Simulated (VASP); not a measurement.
W: single point with PBE0

W:

```
CELL_PARAMETERS angstrom
-1.57829 1.57829 1.57829
1.57829 -1.57829 1.57829
1.57829 1.57829 -1.57829
ATOMIC_POSITIONS crystal
W 0.00000 0.00000 0.00000
```

```yaml
Program: VASP 6.6.1
Task: single point
Functional: PBE0
Potentials_or_basis: VASP PAW PBE potentials, release 64 (W_sv)
Cutoff: 520 eV
k_mesh: 8 × 8 × 8
Occupations: gaussian, width 0.1 eV
Spin: no spin polarisation
Grid_for_exact_exchange_PRECFOCK: Fast
Exchange_at_q_=_0: truncated
Further_INCAR_settings: ALGO = Normal; EDIFF = 1e-06
```

```yaml
Pressure: 1.7 GPa
Band_gap_on_the_k_mesh: none (metal or under the smearing width)
```

Levels at points of the mesh, in eV from the Fermi level:
| k point | band 4 | band 5 | band 6 | band 7 | band 8 | band 9 | band 10 | band 11 |
| --- | --- | --- | --- | --- | --- | --- | --- | --- |
| (0.00, 0.00, 0.00) | -40.35 | -11.05 | -1.48 | -1.48 | -1.48 | 3.86 | 3.86 | 16.20 |
| (0.50, 0.00, 0.00) | -40.34 | -7.28 | -4.31 | 0.77 | 3.70 | 4.72 | 7.73 | 13.06 |
| (0.50, 0.50, 0.50) | -41.38 | -6.66 | -6.66 | 6.63 | 6.63 | 6.63 | 9.71 | 9.71 |

Run time: 18 min on 1 thread of Intel(R) Xeon(R) Platinum 8488C (Sapphire Rapids) (shared host), peak memory 0.14 GiB.

Caveat: the PAW data sets were made with another functional, which shifts forces and pressure a little. Spin-orbit coupling is left out, which matters for the levels of W.
